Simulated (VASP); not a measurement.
Output of a VASP run:

OSZICAR:
```
       N       E                     dE             d eps       ncg     rms          rms(c)
DAV:   1     0.339383356725E+03    0.33938E+03   -0.22320E+04   480   0.163E+03
DAV:   2    -0.254529574737E+02   -0.36484E+03   -0.35850E+03   608   0.393E+02
DAV:   3    -0.469982720038E+02   -0.21545E+02   -0.21525E+02   744   0.960E+01
DAV:   4    -0.476533815013E+02   -0.65511E+00   -0.65500E+00   688   0.130E+01
DAV:   5    -0.476647598009E+02   -0.11378E-01   -0.11378E-01   672   0.135E+00    0.274E+01
DAV:   6    -0.399920218488E+02    0.76727E+01   -0.49211E+01   584   0.439E+01    0.120E+01
DAV:   7    -0.399878252634E+02    0.41966E-02   -0.36466E+00   720   0.109E+01    0.690E+00
DAV:   8    -0.399894547525E+02   -0.16295E-02   -0.35643E-01   608   0.493E+00    0.705E-01
DAV:   9    -0.399910390550E+02   -0.15843E-02   -0.62042E-02   696   0.150E+00    0.487E-01
DAV:  10    -0.399948297888E+02   -0.37907E-02   -0.21542E-02   672   0.130E+00    0.299E-01
DAV:  11    -0.399942622756E+02    0.56751E-03   -0.29980E-03   648   0.477E-01    0.496E-02
DAV:  12    -0.399944071960E+02   -0.14492E-03   -0.37484E-04   560   0.150E-01    0.391E-02
DAV:  13    -0.399944100554E+02   -0.28593E-05   -0.51358E-05   792   0.492E-02    0.818E-03
DAV:  14    -0.399944118513E+02   -0.17960E-05   -0.73493E-06   600   0.218E-02    0.567E-03
DAV:  15    -0.399944118654E+02   -0.14027E-07   -0.11073E-06   520   0.812E-03
   1 F= -.39994412E+02 E0= -.39994412E+02  d E =-.399944E+02
```

### OUTCAR
```
------------------------ aborting loop because EDIFF is reached ----------------------------------------
  FORCE on cell =-STRESS in cart. coord.  units (eV):
  Direction    XX          YY          ZZ          XY          YZ          ZX
  --------------------------------------------------------------------------------------
  Total       -0.0538212     -0.0538212     -0.0538212      0.0000000      0.0000000      0.0000000
  in kB       -1.1143893     -1.1143893     -1.1143893      0.0000000      0.0000000      0.0000000
  external PRESSURE =      -1.1143893 kB  Pullay stress =       0.0000000 kB
  volume of cell :       77.38
      direct lattice vectors                 reciprocal lattice vectors
     4.261302477  0.000000000  0.000000000     0.234670035  0.000000000  0.000000000
     0.000000000  4.261302477  0.000000000     0.000000000  0.234670035  0.000000000
     0.000000000  0.000000000  4.261302477     0.000000000  0.000000000  0.234670035
 POSITION                                       TOTAL-FORCE (eV/Angst)
 -----------------------------------------------------------------------------------
      0.00000      0.00000      0.00000         0.000000      0.000000      0.000000
      2.13065      2.13065      2.13065         0.000000      0.000000      0.000000
      2.13065      0.00000      2.13065         0.000000      0.000000      0.000000
      0.00000      2.13065      2.13065         0.000000      0.000000      0.000000
      2.13065      2.13065      0.00000         0.000000      0.000000      0.000000
 -----------------------------------------------------------------------------------
    total drift:                                0.000000     -0.000000     -0.000000
  FREE ENERGIE OF THE ION-ELECTRON SYSTEM (eV)
  ---------------------------------------------------
  free  energy   TOTEN  =       -39.9944118654 eV

  energy  without entropy=      -39.9944118654  energy(sigma->0) =      -39.99441187

 reached required accuracy - stopping structural energy minimisation
```
(Selected blocks of OUTCAR.)

POSCAR:
```
BaZrO3
1
    4.2613024768    -0.0000000000    -0.0000000000
   -0.0000000000     4.2613024768    -0.0000000000
    0.0000000000     0.0000000000     4.2613024768
Ba Zr O
1 1 3
Direct
  0.0000000000   0.0000000000   0.0000000000
  0.5000000000   0.5000000000   0.5000000000
  0.5000000000   0.0000000000   0.5000000000
  0.0000000000   0.5000000000   0.5000000000
  0.5000000000   0.5000000000   0.0000000000
```

Write an INCAR and KPOINTS that could have produced this output.

Several could match; the one computed here: the input of the run itself, revPBE GGA, plane waves, VASP's PBE PAW potentials (set 64).

KPOINTS:
```
Regular mesh
0
gamma
  5 5 5
```

**INCAR**
```
SYSTEM = BaZrO3
PREC = Accurate
ENCUT = 520
EDIFF = 1E-6
NELM = 100
ALGO = Normal
LREAL = .FALSE.
LASPH = .TRUE.
ISMEAR = 0
SIGMA = 0.05
GGA = RE
LMAXMIX = 4
LWAVE = .FALSE.
LCHARG = .FALSE.
IBRION = 2
ISIF = 3
NSW = 60
EDIFFG = -0.02
```

POTCAR, in this order: Ba_sv Zr_sv O (PBE.64 set). Program: vasp_std.

The compound is BaZrO3 in the cubic perovskite structure. It was relaxed first, which changed the volume by +5 %. The start is the result of an earlier pass.
